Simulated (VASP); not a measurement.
Level of theory: PBE GGA, VASP's PBE PAW potentials (set 64) (plane waves; VASP).

Input for VASP

**INCAR**
```
ENCUT = 520   # plane-wave cut-off (eV)
EDIFF = 1E-6
GGA = PE   # PBE
LWAVE = F
ISMEAR = 0
LASPH = T   # aspherical one-centre terms
SYSTEM = C
NELM = 100
LREAL = F   # projection in real space or not
PREC = Accurate
ALGO = Normal   # blocked Davidson
LCHARG = T
SIGMA = 0.05
```

**KPOINTS**
```
Automatic mesh
0
Gamma
11 11 11
0 0 0
```

File POSCAR:
```
C
1
   -0.0000000000     1.7867216391     1.7867216391
    1.7867216391     0.0000000000     1.7867216391
    1.7867216391     1.7867216391     0.0000000000
C
2
Direct
  0.0000000000   0.0000000000   0.0000000000
  0.2500000000   0.2500000000   0.2500000000
```

POTCAR, in this order: C (PBE.64 set). Program: vasp_std.

Problem. What does the run give for the energy per atom (σ→0)?

Solution. 
- energy per atom (σ→0) = -9093 meV/atom

File OSZICAR:
```
...
DAV:   5    -0.188138000711E+02   -0.10070E-06   -0.10070E-06   968   0.745E-03    0.552E+00
DAV:   6    -0.183429683351E+02    0.47083E+00   -0.36088E-01   928   0.480E+00    0.331E+00
DAV:   7    -0.181845252079E+02    0.15844E+00   -0.39898E-01  1056   0.515E+00    0.756E-01
DAV:   8    -0.181857961142E+02   -0.12709E-02   -0.18010E-03   936   0.487E-01    0.465E-02
DAV:   9    -0.181858130623E+02   -0.16948E-04   -0.13138E-04  1312   0.102E-01    0.271E-02
DAV:  10    -0.181858257527E+02   -0.12690E-04   -0.13691E-05   904   0.432E-02    0.621E-03
DAV:  11    -0.181858255998E+02    0.15287E-06   -0.38070E-08   656   0.218E-03
   1 F= -.18185826E+02 E0= -.18185826E+02  d E =-.121308E-11
```

The compound is C in the diamond structure. It was relaxed first.
